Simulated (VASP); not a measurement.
The input files of a VASP run:

**INCAR**
```
SYSTEM=CoGe
PREC=Accurate; ENCUT=400; LREAL=F
LASPH=T
EDIFF=1E-6; NELM=100; ALGO=Normal
LMAXMIX=4
ISMEAR=1; SIGMA=0.1
GGA=PE
MAGMOM=3.0 0.0
ISPIN=2
LDAUL=2 -1
LDAUU=2.0 0
LDAUJ=0 0
LDAU=T; LDAUTYPE=2; LDAUPRINT=1
ISIF=2
LWAVE=F; LCHARG=F; LORBIT=10
```

**KPOINTS**
```
Automatic mesh
0
Gamma
11 11 11
0 0 0
```

File POSCAR:
```
CoGe
5.7399380
  0.5000000000   0.0000000000   0.0000000000
  0.0000000000   0.5000000000   0.0000000000
  0.0000000000   0.0000000000   0.5000000000
Co Ge
1 1
Cart
  0.0000000000   0.0000000000   0.0000000000
  0.2500000000   0.2500000000   0.2500000000
```

POTCAR, in this order: Co Ge_d (PBE.64 set). Program: vasp_std.

Problem. Write an equivalent input for Quantum ESPRESSO's pw.x.

Solution. One equivalent input (not run):
```
&CONTROL
  calculation = 'scf'
  pseudo_dir = './pseudo'
  outdir = './out'
  tprnfor = .true.
  tstress = .true.
/
&SYSTEM
  ibrav = 0
  nat = 2
  ntyp = 2
  ecutwfc = 96
  occupations = 'smearing'
  smearing = 'methfessel-paxton'
  degauss = 0.00735
  input_dft = 'pbe'
  nspin = 2
  starting_magnetization(1) = 0.3
/
&ELECTRONS
  conv_thr = 7.3e-08
  electron_maxstep = 100
/
ATOMIC_SPECIES
  Co 58.933 Co.upf
  Ge 72.630 Ge.upf
CELL_PARAMETERS angstrom
     2.8699690    0.0000000    0.0000000
     0.0000000    2.8699690    0.0000000
     0.0000000    0.0000000    2.8699690
ATOMIC_POSITIONS crystal
  Co   0.0000000  0.0000000  0.0000000
  Ge   0.5000000  0.5000000  0.5000000
K_POINTS automatic
  11 11 11 0 0 0
HUBBARD {ortho-atomic}
U Co-3d 2
```
The two are equivalent in intent, not identical: the potentials are each code's own (VASP's PAW set, PseudoDojo norm-conserving files in pw.x), so ENCUT and ecutwfc are chosen apart and not converted; conv_thr bounds pw.x's estimated SCF error, while EDIFF bounds the energy change between steps; starting_magnetization is a fraction of the valence charge and MAGMOM a moment in μB, so they match only roughly; the +U projectors differ (PAW spheres against orthogonalised atomic orbitals), so the same U acts differently.

The structure was generated: CoGe was put into the CsCl type (Pm-3m), which need not be its known phase. The cell was not relaxed at this level. The run is one of a series of settings (LDAU = .TRUE., LDAUJ = 0 0, LDAUL = 2 -1, LDAUTYPE = 2, LDAUU = 2.0 0 against the base run), some of them coarse on purpose.
